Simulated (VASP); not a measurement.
Data:

```
CELL_PARAMETERS angstrom
     10.93707     0.00000     0.00000
      0.00000    10.93707     0.00000
      0.00000     0.00000    10.93707
ATOMIC_POSITIONS crystal
  Si 0.50000 0.00000 0.00000
  Si 0.62500 0.12500 0.12500
  Si 0.75000 0.25000 0.00000
  Si 0.87500 0.37500 0.12500
  Si 0.75000 0.00000 0.25000
  Si 0.87500 0.12500 0.37500
  Si 0.00000 0.00000 0.00000
  Si 0.12500 0.12500 0.12500
  Si 0.25000 0.25000 0.00000
  Si 0.37500 0.37500 0.12500
  Si 0.50000 0.50000 0.00000
  Si 0.62500 0.62500 0.12500
  Si 0.75000 0.75000 0.00000
  Si 0.87500 0.87500 0.12500
  Si 0.25000 0.00000 0.25000
  Si 0.37500 0.12500 0.37500
  Si 0.50113 0.24730 0.25341
  Si 0.74867 0.50043 0.24592
  Si 0.87500 0.62500 0.37500
  Si 0.50000 0.00000 0.50000
  Si 0.62500 0.12500 0.62500
  Si 0.75057 0.25343 0.49563
  Si 0.87500 0.37500 0.62500
  Si 0.75000 0.00000 0.75000
  Si 0.87500 0.12500 0.87500
  Si 0.00000 0.50000 0.00000
  Si 0.12500 0.62500 0.12500
  Si 0.25000 0.75000 0.00000
  Si 0.37500 0.87500 0.12500
  Si 0.00000 0.25000 0.25000
  Si 0.12500 0.37500 0.37500
  Si 0.25000 0.50000 0.25000
  Si 0.37500 0.62500 0.37500
  Si 0.50000 0.75000 0.25000
  Si 0.62500 0.87500 0.37500
  Si 0.00000 0.00000 0.50000
  Si 0.12500 0.12500 0.62500
  Si 0.25000 0.25000 0.50000
  Si 0.37500 0.37500 0.62500
  Si 0.62500 0.62500 0.62500
  Si 0.75000 0.75000 0.50000
  Si 0.87500 0.87500 0.62500
  Si 0.25000 0.00000 0.75000
  Si 0.37500 0.12500 0.87500
  Si 0.50000 0.25000 0.75000
  Si 0.62500 0.37500 0.87500
  Si 0.75000 0.50000 0.75000
  Si 0.87500 0.62500 0.87500
  Si 0.00000 0.75000 0.25000
  Si 0.12500 0.87500 0.37500
  Si 0.00000 0.50000 0.50000
  Si 0.12500 0.62500 0.62500
  Si 0.25000 0.75000 0.50000
  Si 0.37500 0.87500 0.62500
  Si 0.00000 0.25000 0.75000
  Si 0.12500 0.37500 0.87500
  Si 0.25000 0.50000 0.75000
  Si 0.37500 0.62500 0.87500
  Si 0.50000 0.75000 0.75000
  Si 0.62500 0.87500 0.87500
  Si 0.00000 0.75000 0.75000
  Si 0.12500 0.87500 0.87500
  Bi 0.49794 0.49908 0.49649
```
Cell charge -1.

Calculation: PBE GGA, VASP's PBE PAW potentials (set 64) (plane waves; VASP). Numerical set-up: PREC = Normal, LREAL = Auto, ISYM = 0, NELECT = 254.0, EDIFF = 1E-5, 400 eV cut-off, 1×1×1 Γ-centred mesh, Gaussian smearing of 0.050 eV, potentials Si Bi. Starting moments (MAGMOM): 63*0.0317. The cell's moment is fixed (NUPDOWN = 2).

The cell is charged, with a uniform compensating background. The supercell is sampled at Γ alone, which is coarse: total energies, pressure and levels can be off, energies of defects by several tenths of an eV.

Problem. The ions are relaxed. What does this cell relax into?

Solution. 
```
CELL_PARAMETERS angstrom
     10.93707     0.00000     0.00000
      0.00000    10.93707     0.00000
      0.00000     0.00000    10.93707
ATOMIC_POSITIONS crystal
  Si 0.50029 0.00007 0.99969
  Si 0.62137 0.12818 0.12801
  Si 0.74796 0.25201 0.00321
  Si 0.87173 0.37861 0.12805
  Si 0.74790 0.00338 0.25194
  Si 0.87150 0.12848 0.37848
  Si 0.99934 0.00060 0.00036
  Si 0.12200 0.12666 0.12652
  Si 0.24806 0.25040 0.00048
  Si 0.37270 0.37618 0.12497
  Si 0.49954 0.50045 0.00098
  Si 0.62392 0.62719 0.12503
  Si 0.74962 0.75192 0.00058
  Si 0.87330 0.87799 0.12659
  Si 0.24817 0.00049 0.24999
  Si 0.37263 0.12502 0.37591
  Si 0.49272 0.25111 0.25101
  Si 0.74881 0.50711 0.25118
  Si 0.87497 0.62733 0.37600
  Si 0.49955 0.00108 0.50031
  Si 0.62381 0.12496 0.62728
  Si 0.74859 0.25142 0.50732
  Si 0.87503 0.37606 0.62736
  Si 0.74978 0.00050 0.75173
  Si 0.87323 0.12671 0.87773
  Si 0.99993 0.49968 0.99978
  Si 0.12242 0.62624 0.12421
  Si 0.24992 0.75006 0.99945
  Si 0.37371 0.87759 0.12410
  Si 0.99659 0.25206 0.25185
  Si 0.12378 0.37563 0.37555
  Si 0.24684 0.50107 0.24863
  Si 0.37344 0.62655 0.36603
  Si 0.49894 0.75312 0.24848
  Si 0.62431 0.87615 0.37558
  Si 0.99985 0.00017 0.49928
  Si 0.12243 0.12421 0.62616
  Si 0.24683 0.24860 0.50096
  Si 0.37373 0.36606 0.62613
  Si 0.63403 0.62615 0.62610
  Si 0.75140 0.75316 0.50099
  Si 0.87575 0.87766 0.62613
  Si 0.24989 0.99948 0.75000
  Si 0.37341 0.12446 0.87745
  Si 0.49891 0.24861 0.75306
  Si 0.62432 0.37564 0.87614
  Si 0.75147 0.50105 0.75318
  Si 0.87560 0.62656 0.87753
  Si 0.99941 0.75179 0.25000
  Si 0.12521 0.87476 0.37523
  Si 0.99892 0.50041 0.50036
  Si 0.12572 0.62456 0.62447
  Si 0.25209 0.74790 0.49862
  Si 0.37541 0.87426 0.62445
  Si 0.99952 0.25010 0.75173
  Si 0.12533 0.37560 0.87445
  Si 0.25234 0.49882 0.74753
  Si 0.37546 0.62456 0.87412
  Si 0.50114 0.74764 0.74750
  Si 0.62439 0.87458 0.87447
  Si 0.00051 0.75010 0.74996
  Si 0.12469 0.87529 0.87524
  Bi 0.54911 0.45098 0.45087
```
Cell charge -1. The cell ends with 2.00 μB, on the first 30 sites 0.01 0.00 0.00 0.00 0.00 0.00 0.00 0.00 0.01 0.01 0.00 0.01 0.01 0.00 0.01 0.01 0.10 0.10 0.01 0.00 0.01 0.10 0.01 0.01 0.00 0.01 0.01 0.00 0.01 0.00 μB.

Problem. How much energy does the relaxation gain?

Solution. The energy (σ→0) changes by -34.8 meV/atom, in 22 ionic steps.

The cell is a supercell with a defect, built from Si (diamond): Bi_Si-vac_Si, charge -1.
